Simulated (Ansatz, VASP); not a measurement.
# Te (Tellurium) in two plane-wave programs, part 2 of 2

Wanted: the spread between two codes on one cell, functional and k mesh. The cell is taken from a series of runs on this material, whose earlier steps may have relaxed, scaled, displaced or heated it; both programs get it as it stands.

VASP 6.6.1 and Ansatz 0.2.0.

So far: Starting point; VASP: zone-centre phonons, PBEsol.

## (3) Ansatz: zone-centre phonons, PBEsol

Level of this step: Ansatz beside VASP: Kohn-Sham DFT, plane waves, PBEsol (Ansatz).

Ansatz runs on its PAW soft_1 files.

The same cell, functional, mesh and smearing now go to Ansatz, which takes its cutoff from its data sets.

input.yaml

```yaml
crystal:
  lattice:
    - [4.29498094, 0.0, 0.0]
    - [-2.14749047, 3.7195626028, 0.0]
    - [0.0, 0.0, 5.9581909061]
  atoms:
    - { symbol: Te, position: [0.2856194707, 0.0, 0.3333333333] }
    - { symbol: Te, position: [0.0, 0.2856194707, 0.6666666667] }
    - { symbol: Te, position: [0.7143805293, 0.7143805293, 0.0] }
kpoints:
  mp_grid: { grid: [12, 12, 8] }
hamiltonian:
  xc: pbesol
  pseudopotentials: { kind: paw, azcp: { folder: soft_1 }, xc_functional: pbe }
scf:
  occupations: { method: methfessel_paxton, width: 0.2 }
output:
  eigenvalues: true
phonons:
  method: dfpt
```

Started as:

```sh
ansatz run input.yaml --threads 4 --pin off --max-ram 10240MiB --backend cpu --events-out ev --progress --plain --runs-dir out
```

Numbers of over 12 decimals in the logs are rounded to 6 here.

Log:

```text
zone centre: on kpoints.mp_grid the ground state, and the responses unless they are solved on pairs of k-points, stand on 320 of the mesh's 1152 k-points, reduced under 2 symmetry operations, with k and −k counted as one. Each operation leaves every solved displacement unchanged or reverses it
Engine: ansatz 0.2.0, aarch64-unknown-linux-gnu
Pseudopotentials: kind: paw
Pseudopotential: Te, paw, valence charge 16, recommended cutoff 420 eV (normal), soft_1/Te.paw.azcp
Functional definition: PBEsol
  exchange = pbesol_x
  correlation = pbesol_c
Crystal: 3 atoms, lattice volume = 95.185 Å³
Basis set: ecut = 420 eV, 1885 PW (Γ), exchange–correlation on 60×60×96 points (8 copies of the dense FFT grid, shifted against one another)
Bands: 29, of which v1, the nominal top of the filled ones, is band 24 counted from 1 (23 counted from 0)
Symmetry: 6 space group operations
k-points: 320 of 1152 (irreducible under 2 space group operations, time reversal used)
Non-local potential: Te, projectors of the file, l = 0: 2, l = 1: 2, l = 2: 2, l = 3: 1
PAW form: soft (Blöchl's): semilocal exchange-correlation on the pseudo side does not see the compensation charge
PAW frozen core: Te, regenerated for the run's functional, and the local potential with it (the file was generated under x = pbe(κ = 0.804, μ = 0.219515), c = pbe(β = 0.066725))
PAW one-centre angular grid: Te, 590 points (default); XC on 64 Gauss nodes
Initial density: superposition of atomic densities (chi_scale 0.1, normalization cell)
Initial wavefunctions: pseudopotential atomic-orbital guess
Functional: x = pbesol(κ = 0.804, μ = 0.123457), c = pbesol(β = 0.046)
SCF iter   1: F=—  HF=-20704.826195 eV  |F-HF|=—  |Δ(HF+E_count)|=         —  Δρ=1.42e-2  dr2=1.38e-1  ethr=3.10e-3  ⟨swp⟩=8.6  Hψ=45724  notcnv=0
preconditioner: auto → Resta (q_TF=auto, 2.434 Å⁻¹)  ε∞=4.4  [insulator: Δε(μ)=0.211 eV  Ē_g=8.727 eV  σ=0.200 eV  W_gap=0.58  n_scr=22 (ndim 8)  ℏωp=16.1 eV  f_vac=0.002  D(μ)=-0.05/eV (n_scr^D=0)  ε∞_Penn≈4.4]
SCF iter   2: F=—  HF=-20704.807648 eV  |F-HF|=—  |Δ(HF+E_count)|=   1.85e-2  S|Δr|=    0.00e0  Δρ=8.21e-3  dr2=4.57e-2  ethr=2.88e-4  ⟨swp⟩=1.0  Hψ=11848  notcnv=0  defer=2
SCF iter   3: F=—  HF=-20704.800646 eV  |F-HF|=—  |Δ(HF+E_count)|=   7.00e-3  S|Δr|=    0.00e0  Δρ=6.43e-4  dr2=3.54e-4  ethr=9.52e-5  ⟨swp⟩=2.0  Hψ=13079  notcnv=0  defer=2
SCF iter   4: F=—  HF=-20704.800773 eV  |F-HF|=—  |Δ(HF+E_count)|=   1.27e-4  S|Δr|=    0.00e0  Δρ=2.08e-4  dr2=4.28e-5  ethr=7.37e-7  ⟨swp⟩=2.0  Hψ=16897  notcnv=0  defer=2
SCF iter   5: F=—  HF=-20704.800790 eV  |F-HF|=—  |Δ(HF+E_count)|=   1.74e-5  S|Δr|=    0.00e0  Δρ=7.27e-5  dr2=7.05e-6  ethr=8.92e-8  ⟨swp⟩=2.0  Hψ=16521  notcnv=0  defer=2
SCF iter   6: F=—  HF=-20704.800793 eV  |F-HF|=—  |Δ(HF+E_count)|=   2.26e-6  S|Δr|=    0.00e0  Δρ=1.66e-5  dr2=3.12e-7  ethr=1.47e-8  ⟨swp⟩=3.0  Hψ=18105  notcnv=0  defer=2
SCF iter   7: F=—  HF=-20704.800792 eV  |F-HF|=—  |Δ(HF+E_count)|=   2.49e-7  S|Δr|=    0.00e0  Δρ=2.43e-6  dr2=5.49e-9  ethr=6.49e-10  ⟨swp⟩=2.0  Hψ=12066  notcnv=0  defer=2
SCF iter   8: F=—  HF=-20704.800792 eV  |F-HF|=—  |Δ(HF+E_count)|=   7.69e-9  S|Δr|=    0.00e0  Δρ=7.00e-7  dr2=3.57e-10  ethr=1.14e-11  ⟨swp⟩=2.0  Hψ=16949  notcnv=0  defer=2
SCF iter   9: F=—  HF=-20704.800792 eV  |F-HF|=—  |Δ(HF+E_count)|=  1.49e-10  S|Δr|=    0.00e0  Δρ=2.01e-7  dr2=2.77e-11  ethr=1.00e-12  ⟨swp⟩=2.0  Hψ=16940  notcnv=0  defer=2
SCF iter  10: F=-20704.800792 eV  HF=-20704.800792 eV  |F-HF|=7.28e-12  |Δ(HF+E_count)|=  3.64e-12  S|Δr|=    0.00e0  Δρ=6.34e-8  dr2=2.42e-12  ethr=1.00e-12  ⟨swp⟩=9.4  Hψ=51025  notcnv=0
SCF 1 converged in 10 iterations: F = -20704.800792 eV  dr2 = 2.42e-12
  greatest PAW one-centre occupation: 0.998 electrons in one spin orbital (limit 2), on the Te atom at site 1 (counted from 0), in its partial waves of l = 2
DFPT response loops at Γ: preconditioner auto → Kerker (q_TF=auto, 2.434 Å⁻¹) (partly filled bands, converged f_vac=0.009); β = 1.00, the filter's whole step (`scf.mixing.beta` (0.50) is not read by the response loops under this deck's `scf.mixing.preconditioner`; to damp them name `kerker` or `kerker_dos`, under which they read `scf.mixing.beta`, and type it under 1.00, their step now; both keys bind the ground state too); Broyden in place of MSR1
SCF converged after 10 iterations
Stability not checked: this state was not tested for a lower state beside it, because cold or Methfessel-Paxton smearing, or corrected tetrahedra, fill the levels in a way that the test cannot read (fill_not_monotonic; see scf.lower_state_search)
Free energy (F): -20704.800792 eV
Harris-Foulkes:  -20704.800792 eV  (|F-HF|=7.28e-12)
Internal energy: -20704.804248 eV  (E = F + TS)
E sigma→0 (E₀):  -20704.801656 eV
Entropy (-TS):   0.003456 eV (1.152 meV/atom)
Fermi energy:    9.734570 eV
Step filling:    the computed levels leave a gap of 0.0000 eV = 0.0 smearing widths at the electron count; against every level under it full and every level over it empty, smearing changes F+E_penalty+E_count by +0.433 meV and its σ→0 estimate by -0.431 meV
--- Per-component energies (eV) ---
  E_band       = -759.397072
  E_kinetic    = 517.092997
  E_local      = -4698.259614  (includes V_loc(G=0)·N_el)
  E_nonlocal   = 200.720689
  E_hartree    = 2352.350223
  E_xc         = -366.196531
  E_vxc        = -307.512964  (∫ρ·V_xc dr)
  E_paw        = -13773.503345  (= ΣΔE_a)
  E_vpaw       = -1176.138838  (= ΣTr[D̂ρ^β])
  E_aug_tail   = 0.000251  (compensation charges beyond the density's cutoff)
  E_ewald      = -4938.133352
  E_core_change = 1.124434  (= ΣΔE_core)
  E_smearing   = 0.003456  (= −TS)
  E_closure    = -0.000000  (closes the sum)
  Σ components = -20704.800792   (vs F -20704.800792, Δ=0.00e0)
--- Band table (eV; the first three rows and the last of 320) ---
  k-point 0: bands = [... 20 lower, 7.1050, 7.9050, 7.9050, 8.5334, 10.7044, 10.7044, 11.4000, 14.5048, ... 1 higher]
  k-point 1: bands = [... 20 lower, 7.2354, 7.9683, 8.0879, 8.5619, 10.5630, 10.5905, 11.2270, 14.0503, ... 1 higher]
  k-point 2: bands = [... 20 lower, 7.1982, 8.1504, 8.4218, 8.6461, 10.2590, 10.3173, 10.8154, 13.6548, ... 1 higher]
  k-point 319: bands = [... 20 lower, 4.9337, 8.1672, 8.5384, 9.4138, 10.3116, 11.2323, 11.2892, 14.5977, ... 1 higher]
--- Phonons (Γ-DFPT): 3 representative perturbations + reference, on 320 of 1152 k-points (Σ response iterations 9) ---
  k mesh reduced under 2 symmetry operations, with k and −k counted as one. Each operation leaves every solved displacement unchanged or reverses it
  ASR residual: 3.735e-5 → 0.000e0 eV/Å²; symmetrization residual: 1.682e-6 eV/Å²
  ASR residual per site (eV/Å²): 3.73e-5 3.73e-5 3.73e-5
  Γ frequencies (cm⁻¹): 0.00 0.00 0.00 81.00 81.00 89.05 97.16 126.32 126.32
  non-analytic LO–TO correction: not included (Born effective charges unavailable; polar crystals: no LO–TO splitting at Γ)
```

In the SCF lines HF is the Harris–Foulkes energy and dr2 the Hartree energy of the density residual, in eV; the loop may stop once dr2 is under the threshold and the program's other checks hold. Hψ counts applications of the Hamiltonian.

## (4) Comparison

Known differences besides the potentials themselves: the data sets hold 48 valence electrons in Ansatz (on its PAW soft_1 files) and 18 in VASP; the cutoff is 420 eV in Ansatz and 500 eV in VASP; Ansatz makes its cores anew for this functional, VASP keeps those of its PBE data sets. Total energies have different zeros and are not compared.

The two programs side by side:

```tsv
quantity	Ansatz	VASP	difference
optical mode 1 to 2 (cm⁻¹)	81.0	81.3	-0.34 %
optical mode 3 (cm⁻¹)	89.0	89.4	-0.42 %
optical mode 4 (cm⁻¹)	97.2	98.7	-1.55 %
optical mode 5 to 6 (cm⁻¹)	126.3	126.9	-0.42 %
```

Modes are paired by rising frequency, not by their patterns, so a pair may set unlike modes beside each other; they are those without the splitting of longitudinal modes.

## (5) Summary of results

| Property | Result |
| --- | --- |
| r.m.s. difference of the optical zone-centre modes, each program's sorted by frequency (zone-centre phonons, PBEsol) | 0.73 cm⁻¹ |
| difference in optical mode 4 (zone-centre phonons, PBEsol) | -1.6 % |

The r.m.s. difference of the optical zone-centre modes, each program's sorted by frequency is 0.73 cm⁻¹ (zone-centre phonons, PBEsol). The data sets hold unlike numbers of valence electrons (48 in Ansatz and 18 in VASP), so part of the differences comes from the potentials. Among the rows given in per cent, the largest difference of the zone-centre phonons, PBEsol pair is in optical mode 4, -1.6 %. How closely two codes agree says nothing of how well the functional describes the real material.

[Lines on the potential files, build, host, timing and source positions are cut from VASP's logs without a mark.]

[Logs are printed without paths, hosts, clocks, repeated set-up lines and the standing remarks that a program may print on its own settings, such as how far it seeks lower states.]

[Hosts, paths, dates, database ids (printed as entryN), source tags and the programs' standing remarks are cut or masked in the printed files.]
